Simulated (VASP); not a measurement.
Set up this calculation in VASP 6.6.1, as the native input.

* Task: single point
* Functional: r2SCAN
* Potentials or basis: VASP PAW PBE potentials, release 64 (Pm, S)
* Cutoff: 520 eV
* k mesh: 6 × 6 × 5
* Occupations: gaussian, width 0.05 eV
* Spin: collinear spin, random start
* Starting moments: [-0.6, 0.0] μB
* Hubbard terms: Pm f U = 7 eV
* Further INCAR settings: ALGO = Normal; EDIFF = 1e-07; NBANDS = 22

The structure of PmS lies in POSCAR:

```
PmS
1.0
    3.7551346500      0.0000000000      0.0000000000
   -1.8775673200      3.2520420000      0.0000000000
    0.0000000000      0.0000000000      3.6648253700
Pm S
1 1
Direct
    0.0000000000      0.0000000000      0.0000000000
    0.6666666667      0.3333333333      0.5000000000
```

The cell comes from a database or a generator and needn't be the stable form of this composition.

These files were run (other wordings do the same):

INCAR

```
SYSTEM = PmS
PREC = Accurate
ENCUT = 520
EDIFF = 1E-7
ISMEAR = 0
SIGMA = 0.05
LREAL = .False.
LASPH = .True.
NELM = 100
ALGO = Normal
ISIF = 2
LWAVE = .False.
LCHARG = .False.
ISPIN = 2
MAGMOM = -0.6 0
LORBIT = 11
LMAXMIX = 6
LDAU = .True.
LDAUTYPE = 2
LDAUL = 3 -1
LDAUU = 7 0
LDAUJ = 0 0
LDAUPRINT = 1
METAGGA = R2SCAN
LMIXTAU = .True.
NBANDS = 22
```

KPOINTS

```
regular mesh
0
Gamma
  6 6 5
  0 0 0
```

Potentials or basis: VASP PAW PBE potentials, release 64 (Pm, S).

The run is started by

```console
$ cat potpaw_PBE.64/Pm/POTCAR potpaw_PBE.64/S/POTCAR > POTCAR
$ mpirun -np 1 vasp_std > vasp.out
```

Results of the run:

| Item | Value |
| --- | --- |
| Pressure | 9.2 GPa |
| Band gap on the k mesh | none (metal or under the smearing width) |
| Net moment | -4.87 μB per cell |
| Site moments | Pm -4.26; S +0.06 μB |
| Valence electrons inside the program's atomic spheres | Pm 12.27; S 3.82 |

Caveat: the magnetic or orbital state may not be the lowest; the PAW data sets were made with another functional, which shifts forces and pressure a little; spin-orbit coupling is left out, which moves the levels of the heavy elements.

Run time: 3.4 min on 1 thread of Intel(R) Xeon(R) 6975P-C (Granite Rapids), with other jobs on the host, peak memory 0.21 GiB.
